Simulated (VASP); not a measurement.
Computed with PBE GGA, VASP's PBE PAW potentials (set 64) (plane waves; VASP).

The input files of a VASP run:

**INCAR**
```
ALGO  =  Normal
EDIFF  =  1E-7
ENCUT  =  520
GGA  =  PE
ISIF  =  2
ISMEAR  =  0
LASPH  =  T
LCHARG  =  F
LMAXMIX  =  4
LREAL  =  F
LWAVE  =  F
NELM  =  100
PREC  =  Accurate
SIGMA  =  0.05
SYSTEM  =  CsPbCl3
```

POSCAR:
```
CsPbCl3
1.0
  5.7312567837   0.0000000000   0.0000000000
  0.0000000000   5.7312567837   0.0000000000
  0.0000000000   0.0000000000   5.7312567837
Cs Pb Cl
1 1 3
Direct
  0.0000000000   0.0000000000   0.0000000000
  0.5000000000   0.5000000000   0.5000000000
  0.5000000000   0.0000000000   0.5000000000
  0.0000000000   0.5000000000   0.5000000000
  0.5000000000   0.5000000000   0.0000000000
```

File KPOINTS:
```
Automatic mesh
0
Gamma
 4 4 4
```

POTCAR, in this order: Cs_sv Pb_d Cl (PBE.64 set). Program: vasp_std.

Unless said otherwise, spin-orbit coupling is left out, though it shifts the bands of the heavy elements here.

Task: Predict the energy per atom (σ→0), band gap (on the k-mesh).

Result: 
| Property | Value |
|---|---|
| energy per atom (σ→0) | -3.510 eV/atom |
| band gap (on the k-mesh) | 2.21 eV |

**OSZICAR**
```
...
DAV:   8    -0.175505094046E+02   -0.14662E-01   -0.91544E-02   730   0.253E+00    0.285E-01
DAV:   9    -0.175484891127E+02    0.20203E-02   -0.25119E-02   738   0.118E+00    0.143E-01
DAV:  10    -0.175491219493E+02   -0.63284E-03   -0.24710E-03   622   0.328E-01    0.441E-02
DAV:  11    -0.175492135767E+02   -0.91627E-04   -0.20333E-04   672   0.114E-01    0.122E-02
DAV:  12    -0.175492178024E+02   -0.42256E-05   -0.31727E-05   694   0.620E-02    0.916E-03
DAV:  13    -0.175492165661E+02    0.12363E-05   -0.49342E-06   718   0.117E-02    0.211E-03
DAV:  14    -0.175492166577E+02   -0.91651E-07   -0.87653E-07   622   0.796E-03
   1 F= -.17549217E+02 E0= -.17549217E+02  d E =-.256677E-18
```

The compound is CsPbCl3 in the cubic perovskite structure, the ideal cubic form; the compound distorts at low or room temperature. It was relaxed first, which changed the volume by +7 %.
